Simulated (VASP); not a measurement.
Input of a VASP 6.6.1 run:

Contents of INCAR:

```
  PREC = Accurate
  ENCUT = 600
  EDIFF = 1E-7
  ISMEAR = 1
  SIGMA = 0.1
  LREAL = F
  LASPH = T
  NELM = 80
  ALGO = Normal
  ISIF = 3
  LWAVE = F
  LCHARG = F
  GGA = PE
  IBRION = 2
  NSW = 90
  EDIFFG = -0.005
  KPAR = 2
```

The input KPOINTS:

```
regular mesh
0
Gamma
  10 10 10
```

Contents of POSCAR:

```
K                                       
1.0
   -2.6388487557      2.6388487557      2.6388487557
    2.6388487557     -2.6388487557      2.6388487557
    2.6388487557      2.6388487557     -2.6388487557
  K             
     1
Direct
     0.0000000000000000    0.0000000000000000    0.0000000000000000
```

Potentials or basis: VASP PAW PBE potentials, release 64 (K_sv).

Launch:

```sh
$ cat potpaw_PBE.64/K_sv/POTCAR > POTCAR
$ mpirun -np 2 vasp_std > vasp.out
```

Task: Predict the band gap on the k mesh.

Result: None (metal or under the smearing width).

Task: Predict the relaxed cell.

Result: a = 4.576 Å, b = 4.576 Å, c = 4.576 Å, α = 109.47°, β = 109.47°, γ = 109.47°.

Task: Estimate the space group after relaxing (to 0.05 Å).

Result: Im-3m (No. 229).

Task: Predict the relaxed volume.

Result: 73.78 Å³/atom.

Final structure:
```
CELL_PARAMETERS angstrom
-2.64213 2.64213 2.64213
2.64213 -2.64213 2.64213
2.64213 2.64213 -2.64213
ATOMIC_POSITIONS crystal
K 0.00000 0.00000 0.00000
```

PBE usually gives volumes a little too large and moduli too small. Zero-point motion and thermal expansion aren't in these numbers.
